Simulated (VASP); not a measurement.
Given:

```
La
1.0
    1.92270    -3.33021     0.00000
    1.92270     3.33021     0.00000
    0.00000     0.00000    12.40320
La
4
Direct
  0.00000   0.00000   0.50000
  0.00000   0.00000   0.00000
  0.33333   0.66667   0.25000
  0.66667   0.33333   0.75000
```

Method: PBE GGA, VASP's PBE PAW potentials (set 64) (plane waves; VASP). Settings: 400 eV cut-off, KSPACING 0.8 per Å, first-order Methfessel-Paxton smearing of 0.10 eV, potentials La.

Q: Give the stress tensor in GPa (positive for a compressed cell).

A: 
```
-5.58   0.00   0.00
 0.00  -5.58   0.00
 0.00   0.00  -0.01
```
The pressure is its mean diagonal, -3.72 GPa.

The compound is La in the dhcp structure. The cell was not relaxed at this level. The run is one of a series of settings (KGAMMA = .TRUE., KSPACING = 0.8, KPOINTS file removed against the base run), some of them coarse on purpose.
